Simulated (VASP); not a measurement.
A convergence study with VASP on GaP (zinc blende): one setting is varied, all else stays as given below, so the limit is that of these other settings. Each run relaxes cell and ions from the cell shown.

```yaml
crystal:
  lattice:
    - [0.00000, 2.72500, 2.72500]
    - [2.72500, 0.00000, 2.72500]
    - [2.72500, 2.72500, 0.00000]
  atoms:
    - { symbol: Ga, position: [0.00000, 0.00000, 0.00000] }
    - { symbol: P, position: [0.25000, 0.25000, 0.25000] }
```

Level of theory: PBEsol GGA, VASP's PBE PAW potentials (set 64) (plane waves; VASP). The tightest run used: 550 eV cut-off, 12×12×12 Γ-centred mesh, Gaussian smearing of 0.050 eV, potentials Ga_d P.

Gaps are read on the run's mesh, which can miss a band edge.

**Question.** The settings run are 2×2×2 mesh; 3×3×3 mesh; 4×4×4 mesh; 5×5×5 mesh; 6×6×6 mesh; 8×8×8 mesh; 9×9×9 mesh; 10×10×10 mesh; 11×11×11 mesh; 12×12×12 mesh. From which on does the relaxed volume stay within 0.02 Å³/atom of the tightest run?

**Answer.** From 6×6×6 mesh on: it is off by 0.006 there and by no more than 0.02 in any finer run, while 5×5×5 mesh is off by 0.027.
| setting | relaxed volume (Å³/atom) | E (eV/atom) | gap on the mesh (eV) | irreducible k-points | difference judged (Å³/atom) |
|---|---|---|---|---|---|
| 2×2×2 mesh | 21.764 | -3.8401 | 1.071 | 3 | 1.672 |
| 3×3×3 mesh | 20.471 | -4.6995 | 1.584 | 4 | 0.379 |
| 4×4×4 mesh | 20.195 | -4.8863 | 1.480 | 8 | 0.104 |
| 5×5×5 mesh | 20.119 | -4.9373 | 1.460 | 10 | 0.027 |
| 6×6×6 mesh | 20.098 | -4.9531 | 1.497 | 16 | 0.006 |
| 8×8×8 mesh | 20.091 | -4.9606 | 1.501 | 29 | 0.001 |
| 9×9×9 mesh | 20.091 | -4.9614 | 1.458 | 35 | 0.001 |
| 10×10×10 mesh | 20.091 | -4.9617 | 1.470 | 47 | 0.000 |
| 11×11×11 mesh | 20.092 | -4.9618 | 1.465 | 56 | 0.000 |
| 12×12×12 mesh | 20.092 | -4.9619 | 1.457 | 72 | 0.000 |

Left out are rungs that failed or repeat a setting and relaxations that didn't move; long series are thinned to 24 rows.

The compound is GaP in the zinc blende structure.
